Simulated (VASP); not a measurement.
Wanted: the native input for a VASP 6.6.1 run.

```
Task                   : relaxation of cell and atoms
Functional             : PBE
Potentials or basis    : VASP PAW PBE potentials, release 64 (Ti_sv, Te, As)
Cutoff                 : 520 eV
k mesh                 : 4 × 4 × 4
Occupations            : gaussian, width 0.15 eV
Spin                   : no spin polarisation
Further INCAR settings : PREC = Normal; ALGO = Fast; EDIFF = 0.0001; IBRION = 2; EDIFFG = -0.08; NSW = 24; ISIF = 3
```

The structure of Ti2TeAs2 lies in POSCAR:

```
Ti2TeAs2
1.0
    1.9719035900      1.1384790700      8.3572983500
   -1.9719035900      1.1384790700      8.3572983500
    0.0000000000     -2.2769581400      8.3572983500
Ti Te As
2 1 2
Direct
    0.4073599900      0.4073599900      0.4073599900
    0.5926400100      0.5926400100      0.5926400100
    0.0000000000      0.0000000000      0.0000000000
    0.2086000000      0.2086000000      0.2086000000
    0.7914000000      0.7914000000      0.7914000000
```

The cell was built by a generator and needn't be a form met in nature.

These files were run (other wordings do the same):

INCAR

```
PREC = Normal
ENCUT = 520
EDIFF = 1E-4
ISMEAR = 0
SIGMA = 0.15
LREAL = False
LASPH = True
NELM = 60
ALGO = Fast
ISIF = 3
LWAVE = False
LCHARG = False
GGA = PE
IBRION = 2
NSW = 24
EDIFFG = -0.08
```

KPOINTS

```
Automatic mesh
0
Gamma
  4 4 4
```

Potentials or basis: VASP PAW PBE potentials, release 64 (Ti_sv, Te, As).

Run with:

```console
$ cat potpaw_PBE.64/Ti_sv/POTCAR potpaw_PBE.64/Te/POTCAR potpaw_PBE.64/As/POTCAR > POTCAR
$ mpirun -np 1 vasp_std > vasp.out
```

Results of the run:

```yaml
Relaxed_volume: 21.87 Å³/atom
Relaxed_cell: a = 9.584 Å, b = 9.584 Å, c = 9.584 Å, α = 22.11°, β = 22.11°, γ = 22.11°
Space_group_after_relaxing_to_0.05_Å: R-3m (No. 166)
Energy_gained_by_relaxing: 127.0 meV/atom
Ionic_steps: 12
Pressure_after_relaxing: 0.4 GPa
Largest_force_after_relaxing: 0.073 eV/Å
Band_gap_on_the_k_mesh: none (metal or under the smearing width)
```

Caveat: the k mesh is coarse (spacing up to 0.46 Å⁻¹), so the values aren't converged; the relaxation stopped at a loose force limit of 0.08 eV/Å, so its end isn't a converged minimum.

It took 8.5 min on 1 thread of Intel(R) Xeon(R) Platinum 8488C (Sapphire Rapids) (shared host), peak memory 0.39 GiB.
